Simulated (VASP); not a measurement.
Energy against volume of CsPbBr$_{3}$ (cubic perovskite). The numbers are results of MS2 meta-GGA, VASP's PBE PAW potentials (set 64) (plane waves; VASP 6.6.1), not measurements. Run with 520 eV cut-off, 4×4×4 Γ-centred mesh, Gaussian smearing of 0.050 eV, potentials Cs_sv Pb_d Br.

| V (Å³/atom) | E (eV/atom) |
|---|---|
| 40.520 | 1.30860 |
| 41.773 | 1.30577 |
| 43.026 | 1.30795 |
| 44.279 | 1.31434 |

Problem. Fit these four points and predict the energy of the run at 39.267 Å³/atom.

Solution. A cubic in V^(−2/3), the third-order Birch-Murnaghan form, passes through the four points with V0 = 41.82 Å³/atom and B0 = 21 GPa, and gives 1.3174 eV/atom there. The run gave 1.3174 eV/atom, -0.0 meV/atom from the fit; all five points give B0 = 21 GPa.

The compound is CsPbBr3 in the cubic perovskite structure, the ideal cubic form; the compound distorts at low or room temperature. It was relaxed first.
